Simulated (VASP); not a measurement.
Ga3BSb2: relaxation of cell and atoms with PBE

Ga3BSb2:

```
CELL_PARAMETERS angstrom
3.96148 0.00000 0.00000
-1.98074 3.43074 0.00000
0.00000 0.00000 9.50547
ATOMIC_POSITIONS crystal
Ga 0.00000 0.00000 0.50000
Ga 0.33333 0.66667 0.50000
Ga 0.66667 0.33333 0.50000
B 0.00000 0.00000 0.00000
Sb 0.00000 0.00000 0.76161
Sb 0.00000 0.00000 0.23839
```

The cell was built by a generator and needn't be a form met in nature.

```
Program                : VASP 6.6.1
Task                   : relaxation of cell and atoms
Functional             : PBE
Potentials or basis    : VASP PAW PBE potentials, release 64 (Ga_d, B, Sb)
Cutoff                 : 520 eV
k mesh                 : 5 × 5 × 2
Occupations            : gaussian, width 0.15 eV
Spin                   : no spin polarisation
Further INCAR settings : PREC = Normal; ALGO = Fast; EDIFF = 0.0001; IBRION = 2; EDIFFG = -0.08; NSW = 24; ISIF = 3
```

The relaxed volume is 32.95 Å³/atom. The relaxed cell is a = 4.837 Å, b = 4.837 Å, c = 9.759 Å, α = 90.00°, β = 90.00°, γ = 120.00°. The space group after relaxing (to 0.05 Å) is P6/mmm (No. 191), the energy gained by relaxing is 756.5 meV/atom and the ionic steps are 15. The pressure after relaxing is -0.2 GPa. The band gap on the k mesh is none (metal or under the smearing width).

Stress tensor (GPa, compression positive):
```
-0.11  0.00  0.00
 0.00 -0.11  0.00
 0.00  0.00 -0.31
```

Step by step:
| step | energy change (eV) | largest force (eV/Å) | pressure (GPa) | volume (Å³) |
| --- | --- | --- | --- | --- |
| 1 | 0.0000 | 4.7011 | 24.22 | 129.19 |
| 2 | -4.2018 | 1.4328 | -2.14 | 199.60 |
| 3 | -4.1999 | 1.4751 | -1.81 | 196.88 |
| 4 | -4.4866 | 0.9109 | 1.23 | 190.09 |
| 5 | -4.5171 | 0.1598 | 0.39 | 191.58 |
| 6 | -4.5263 | 0.1562 | 0.04 | 193.43 |
| 7 | -4.5302 | 0.1539 | -0.16 | 194.40 |
| 8 | -4.5355 | 0.1416 | -0.16 | 196.35 |
| 9 | -4.5343 | 0.0959 | -0.24 | 200.25 |
| 10 | -4.5368 | 0.1317 | -0.01 | 197.42 |
| 11 | -4.5367 | 0.1198 | -0.56 | 198.84 |
| 12 | -4.5370 | 0.1282 | 0.08 | 197.90 |
| 13 | -4.5369 | 0.1247 | -0.30 | 198.37 |
| 14 | -4.5370 | 0.1262 | -0.07 | 198.18 |
| 15 | -4.5389 | 0.0004 | -0.18 | 197.70 |

Final structure:
```yaml
crystal:
  lattice:
    - [4.83658, 0.00000, 0.00000]
    - [-2.41829, 4.18860, 0.00000]
    - [0.00000, 0.00000, 9.75864]
  atoms:
    - { symbol: Ga, position: [0.00000, 0.00000, 0.50000] }
    - { symbol: Ga, position: [0.33333, 0.66667, 0.50000] }
    - { symbol: Ga, position: [0.66667, 0.33333, 0.50000] }
    - { symbol: B, position: [0.00000, 0.00000, 0.00000] }
    - { symbol: Sb, position: [0.00000, 0.00000, 0.78805] }
    - { symbol: Sb, position: [0.00000, 0.00000, 0.21195] }
```

Levels at points of the mesh, in eV from the Fermi level:
| k point | band 23 | band 24 | band 25 | band 26 | band 27 | band 28 | band 29 | band 30 |
| --- | --- | --- | --- | --- | --- | --- | --- | --- |
| (0.00, 0.00, 0.00) | -1.22 | -1.22 | -0.38 | -0.38 | 0.05 | 0.05 | 0.68 | 0.68 |
| (0.00, 0.00, 0.50) | -0.98 | -0.64 | -0.64 | -0.38 | -0.38 | -0.38 | -0.05 | 1.51 |

Run time: 110 s on 1 thread of Intel(R) Xeon(R) 6975P-C (Granite Rapids), with other jobs on the host, peak memory 0.2 GiB.

Caveat: the k mesh is coarse (spacing up to 0.37 Å⁻¹), so the values aren't converged; the volume moved by over 15 % at a fixed basis, so the end points are rough; the relaxation stopped at a loose force limit of 0.08 eV/Å, so its end isn't a converged minimum. Spin-orbit coupling is left out, which matters for the levels of Sb.
